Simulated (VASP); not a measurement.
VASP ran on this input.

**KPOINTS**
```
Automatic mesh
0
Gamma
5 5 7
0 0 0
```

### INCAR
```
# general
SYSTEM =Cu
PREC   =Accurate
ENCUT  =300   # plane-wave cut-off (eV)
LREAL  =.False.
LASPH  =.True.   # aspherical one-centre terms

# electronic loop
EDIFF  =1E-6   # SCF stop (eV)
NELM   =100   # most electronic steps
ALGO   =Normal   # blocked Davidson
LMAXMIX=4

# smearing
ISMEAR =-1
SIGMA  =0.1

# functional
GGA    =PE   # PBE

# ions
ISIF   =2   # forces and stress, cell fixed

# output
LWAVE  =.False.
LCHARG =.False.
```

**POSCAR**
```
Cu
1.0
  4.0477140000   0.0000000000   0.0000000000
 -2.0238570000   3.5054230000   0.0000000000
  0.0000000000   0.0000000000   2.4618850000
Cu
3
direct
 -0.0008520000   0.0016170000  -0.0030300000
  0.3369700000   0.6656030000   0.5102080000
  0.6638820000   0.3327800000   0.4928230000
```

POTCAR, in this order: Cu (PBE.64 set). Program: vasp_std.

Translate this PBE calculation to Quantum ESPRESSO's pw.x.

One equivalent input (not run):
```
&CONTROL
  calculation = 'scf'
  pseudo_dir = './pseudo'
  outdir = './out'
  tprnfor = .true.
  tstress = .true.
/
&SYSTEM
  ibrav = 0
  nat = 3
  ntyp = 1
  ecutwfc = 92
  occupations = 'smearing'
  smearing = 'fermi-dirac'
  degauss = 0.00735
  input_dft = 'pbe'
/
&ELECTRONS
  conv_thr = 7.3e-08
  electron_maxstep = 100
/
ATOMIC_SPECIES
  Cu 63.546 Cu.upf
CELL_PARAMETERS angstrom
     4.0477140    0.0000000    0.0000000
    -2.0238570    3.5054230    0.0000000
     0.0000000    0.0000000    2.4618850
ATOMIC_POSITIONS crystal
  Cu  -0.0008520  0.0016170 -0.0030300
  Cu   0.3369700  0.6656030  0.5102080
  Cu   0.6638820  0.3327800  0.4928230
K_POINTS automatic
  5 5 7 0 0 0
```
Limits of the translation: the potentials are each code's own (VASP's PAW set, PseudoDojo norm-conserving files in pw.x), so ENCUT and ecutwfc are chosen apart and not converted; conv_thr bounds pw.x's estimated SCF error, while EDIFF bounds the energy change between steps.

The structure was generated: Cu was put into an ordered model structure, which need not be its known phase. The cell was not relaxed at this level, atoms are displaced from their ideal sites. The k-mesh is coarse (spacing up to 0.36 per Å, 2π included), so the numbers may not be converged in it.
